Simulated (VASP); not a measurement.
The input files of a VASP run:

**POSCAR**
```
InAs
1
    0.0000000000     3.0873577382     3.0873577382
    3.0873577382     0.0000000000     3.0873577382
    3.0873577382     3.0873577382     0.0000000000
In As
1 1
Direct
  0.0000000000   0.0000000000   0.0000000000
  0.2500000000   0.2500000000   0.2500000000
```

### INCAR
```
! general
SYSTEM  = InAs
PREC    = Accurate
ENCUT   = 520
LREAL   = F
LASPH   = T

! electronic loop
EDIFF   = 1E-7
NELM    = 100
ALGO    = Normal
LMAXMIX = 4

! smearing
ISMEAR  = 1
SIGMA   = 0.1

! functional
GGA     = PE
IVDW    = 12

! ions
ISIF    = 2

! output
LWAVE   = F
LCHARG  = F
```

KPOINTS:
```
Automatic mesh
0
Gamma
10 10 10
0 0 0
```

POTCAR, in this order: In_d As (PBE.64 set). Program: vasp_std.

Problem. Write an equivalent input for Quantum ESPRESSO's pw.x.

Solution. One equivalent input (not run):
```
&CONTROL
  calculation = 'scf'
  pseudo_dir = './pseudo'
  outdir = './out'
  tprnfor = .true.
  tstress = .true.
/
&SYSTEM
  ibrav = 0
  nat = 2
  ntyp = 2
  ecutwfc = 84
  occupations = 'smearing'
  smearing = 'methfessel-paxton'
  degauss = 0.00735
  input_dft = 'pbe'
  vdw_corr = 'grimme-d3'
  dftd3_version = 4
  dftd3_threebody = .false.
/
&ELECTRONS
  conv_thr = 7.3e-09
  electron_maxstep = 100
/
ATOMIC_SPECIES
  In 114.818 In.upf
  As 74.922 As.upf
CELL_PARAMETERS angstrom
     0.0000000    3.0873577    3.0873577
     3.0873577    0.0000000    3.0873577
     3.0873577    3.0873577    0.0000000
ATOMIC_POSITIONS crystal
  In   0.0000000  0.0000000  0.0000000
  As   0.2500000  0.2500000  0.2500000
K_POINTS automatic
  10 10 10 0 0 0
```
Limits of the translation: the potentials are each code's own (VASP's PAW set, PseudoDojo norm-conserving files in pw.x), so ENCUT and ecutwfc are chosen apart and not converted; conv_thr bounds pw.x's estimated SCF error, while EDIFF bounds the energy change between steps.

The compound is InAs in the zinc blende structure. This cell is one point of a volume scan, at 1.03 of the reference volume.
